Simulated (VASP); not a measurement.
Calculation: HSE06 screened hybrid with D3 dispersion (Becke-Johnson damping), VASP's PBE PAW potentials (set 64) (plane waves; VASP).

VASP input:

INCAR:
```
SYSTEM=WS2
PREC=Accurate; ENCUT=300; LREAL=F
LASPH=T; ISYM=3
EDIFF=1E-6; NELM=100; ALGO=Normal
LMAXMIX=6
ISMEAR=0; SIGMA=0.01
GGA=PE; IVDW=12; LHFCALC=T
AEXX=0.25; HFSCREEN=0.2; PRECFOCK=Fast
ISIF=2
LWAVE=F; LCHARG=F
```

**POSCAR**
```
WS2
26.2420820
  0.1226749463   0.0000000000   0.0000000000
 -0.0613374731   0.1062396269   0.0000000000
  0.0000000000   0.0000000000   0.5000000000
W S
2 4
Cartesian
 -0.0000000613   0.0708264533   0.1250000000
  0.0613375345   0.0354131735   0.3750000000
 -0.0000000613   0.0708264533   0.3149000000
  0.0613375345   0.0354131735   0.1851000000
  0.0613375345   0.0354131735   0.0649000000
 -0.0000000613   0.0708264533   0.4351000000
```

KPOINTS:
```
Automatic mesh
0
Gamma
11 11 3
0 0 0
```

POTCAR, in this order: W_sv S (PBE.64 set). Program: vasp_std.

What VASP printed:

**stdout**
```
 POSCAR found type information on POSCAR W S
 POSCAR found :  2 types and       6 ions
 Reading from existing POTCAR
 Reading from existing POTCAR

 -----------------------------------------------------------------------------
|                                                                             |
|     EEEEEEE  RRRRRR   RRRRRR   OOOOOOO  RRRRRR      ###     ###     ###     |
|     E        R     R  R     R  O     O  R     R     ###     ###     ###     |
|     E        R     R  R     R  O     O  R     R     ###     ###     ###     |
|     EEEEE    RRRRRR   RRRRRR   O     O  RRRRRR       #       #       #      |
|     E        R   R    R   R    O     O  R   R                               |
|     E        R    R   R    R   O     O  R    R      ###     ###     ###     |
|     EEEEEEE  R     R  R     R  OOOOOOO  R     R     ###     ###     ###     |
|                                                                             |
|     Unsupported xc functional, please specify VDW_S6, VDW_S8, VDW_A1        |
|     and VDW_A2 in the INCAR file.                                           |
|                                                                             |
|       ---->  I REFUSE TO CONTINUE WITH THIS SICK JOB ... BYE!!! <----       |
|                                                                             |
 -----------------------------------------------------------------------------
```

VASP stops with an error: Unsupported xc functional, please specify VDW_S6, VDW_S8, VDW_A1 and VDW_A2 in the INCAR file. ----> I REFUSE TO CONTINUE WITH THIS SICK JOB ... BYE!!! <----

The structure comes from a computed database's WS2 entry; how it stands against other phases isn't given here. The cell was not relaxed at this level. The run is one of a series of settings (AEXX = 0.25, GGA = PE, HFSCREEN = 0.2, ISYM = 3, IVDW = 12, LHFCALC = .TRUE., PRECFOCK = Fast, KPOINTS 11×11×3 Γ-centred mesh against the base run), some of them coarse on purpose.
